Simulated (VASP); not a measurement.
A convergence study with VASP on CaF2 (fluorite): one setting is varied, all else stays as given below, so the limit is that of these other settings.

```yaml
crystal:
  lattice:
    - [0.00000, 2.73000, 2.73000]
    - [2.73000, 0.00000, 2.73000]
    - [2.73000, 2.73000, 0.00000]
  atoms:
    - { symbol: Ca, position: [0.00000, 0.00000, 0.00000] }
    - { symbol: F, position: [0.25000, 0.25000, 0.25000] }
    - { symbol: F, position: [0.75000, 0.75000, 0.75000] }
```

These are PBE GGA, VASP's PBE PAW potentials (set 64) (plane waves; VASP) values and carry that method's errors. The tightest run used: 700 eV cut-off, 16×16×16 Γ-centred mesh, Gaussian smearing of 0.050 eV, potentials Ca_sv F.

```
setting     E (eV/atom)  pressure (GPa)  irreducible k-points
----------  -----------  --------------  --------------------
1×1×1 mesh      -5.7522           -5.96                     1
2×2×2 mesh      -5.7665            2.82                     3
3×3×3 mesh      -5.7787            2.41                     4
```

Q: These are the cheaper rows. Estimate the results at 16×16×16 mesh, and how far the last row shown lies from them.

A: 
```tsv
quantity	tightest run	last row shown is off by
E (eV/atom)	-5.7793	0.0006
pressure (GPa)	2.40	0.01
```

Left out are rungs that failed or repeat a setting and relaxations that didn't move; long series are thinned to 24 rows.

The compound is CaF2 in the fluorite structure. The cell was not relaxed at this level.
